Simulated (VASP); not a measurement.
Consider the following.

```xyz
3
Lattice="1.8513 -3.2065 0.0000 1.8513 3.2065 0.0000 0.0000 0.0000 5.9670" Properties=species:S:1:pos:R:3 pbc="T T T"
Hf     0.0000     0.0000     0.0000
S      1.8513     1.0689     1.4917
S      1.8513    -1.0689     4.4752
```

Computed with PBE GGA with D3 dispersion (Becke-Johnson damping), VASP's PBE PAW potentials (set 64) (plane waves; VASP 6.6.1). Numerical set-up: 400 eV cut-off, 6×6×4 Γ-centred mesh, Gaussian smearing of 0.050 eV, potentials Hf_pv S.

Unless said otherwise, spin-orbit coupling is left out, though it shifts the bands of the heavy elements here.

Q: Estimate the energy per atom (σ→0), pressure, band gap (on the k-mesh) with the smallest direct gap where there is one.

A: 
band gap (on the k-mesh): 1.02 eV
smallest direct gap (on the k-mesh): 1.89 eV
energy per atom (σ→0): -7.913 eV/atom
pressure: -7.20 GPa

Total energies compare only between runs with the same potentials, cut-off and functional.

The compound is HfS2 in the 1T layered structure. The cell was not relaxed at this level. The run is one of a series of settings (IVDW = 12 against the base run), some of them coarse on purpose.
